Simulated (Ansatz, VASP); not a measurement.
## One calculation of KSnS3, two programs

```
CELL_PARAMETERS angstrom
4.01819 0.00000 0.00000
0.00000 4.01819 0.00000
0.00000 0.00000 10.29882
ATOMIC_POSITIONS crystal
K 0.50000 0.50000 0.00000
Sn 0.00000 0.00000 0.50000
S 0.50000 0.50000 0.27837
S 0.50000 0.50000 0.72163
S 0.50000 0.50000 0.50000
```

Alike in both runs: functional PBE; k mesh 4 × 4 × 2; occupations gaussian, width 0.1 eV; no spin polarisation.

Ansatz relaxed the structure, and its values are those at the end. VASP's run is a single point on that final structure, the one shown.

```csv
,VASP,Ansatz
version,VASP 6.6.1,Ansatz 0.2.0
potentials or method,"VASP PAW PBE potentials, release 64 (K_sv, Sn_d, S)","scalar-relativistic, plane waves, PAW"
plane-wave cutoff (eV),520,420
valence electrons in the cell,41,41
```

```csv
,VASP,Ansatz,Ansatz less VASP
gap on the k mesh at the Fermi level (eV),none,none,-
pressure (GPa),0.0,0.0,+0.03
rms of the force components (eV/Å),0.011,0.001,-0.0102
```

A gap of «none» marks a metal or a gap that the smearing closes. With one functional, cell and mesh, what is left measures potentials, basis and numerics.

Caveats: the k mesh is coarse (spacing up to 0.39 Å⁻¹), so the values aren't converged.
